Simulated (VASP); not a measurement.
Data:

```
CELL_PARAMETERS angstrom
      5.20971     0.00000     0.00000
      0.00000     5.20971     0.00000
      0.00000     0.00000     5.20971
ATOMIC_POSITIONS crystal
  Nb 0.25000 0.00000 0.50000
  Nb 0.50000 0.25000 0.00000
  Nb 0.50000 0.75000 0.00000
  Nb 0.75000 0.00000 0.50000
  Nb 0.00000 0.50000 0.75000
  Nb 0.00000 0.50000 0.25000
  Sn 0.50000 0.50000 0.50000
  Sn 0.00000 0.00000 0.00000
```

The numbers are results of PBEsol GGA, VASP's PBE PAW potentials (set 64) (plane waves; VASP), not measurements. Settings: 500 eV cut-off, 6×6×6 Γ-centred mesh, first-order Methfessel-Paxton smearing of 0.10 eV, potentials Nb_sv Sn_d.

Energy and stress use the plane-wave basis of the starting cell.

Q: The ions, cell shape and volume at an external pressure of 10.0 GPa are relaxed. Which structure does the run end with?

A: 
```
CELL_PARAMETERS angstrom
      5.16791     0.00000     0.00000
      0.00000     5.16791     0.00000
      0.00000     0.00000     5.16791
ATOMIC_POSITIONS crystal
  Nb 0.25000 0.00000 0.50000
  Nb 0.50000 0.25000 0.00000
  Nb 0.50000 0.75000 0.00000
  Nb 0.75000 0.00000 0.50000
  Nb 0.00000 0.50000 0.75000
  Nb 0.00000 0.50000 0.25000
  Sn 0.50000 0.50000 0.50000
  Sn 0.00000 0.00000 0.00000
```
Space group Pm-3n (223), at a tolerance of 0.03 Å.

Q: How do energy and volume change from the first to the last step?

A: The energy (σ→0) changes by +19.3 meV/atom and the volume by -2.4 %, in 3 ionic steps.

The compound is Nb3Sn in the A15 structure. This run relaxes it under an external pressure of 10 GPa. Symmetry was kept, so distortions that lower it aren't found.
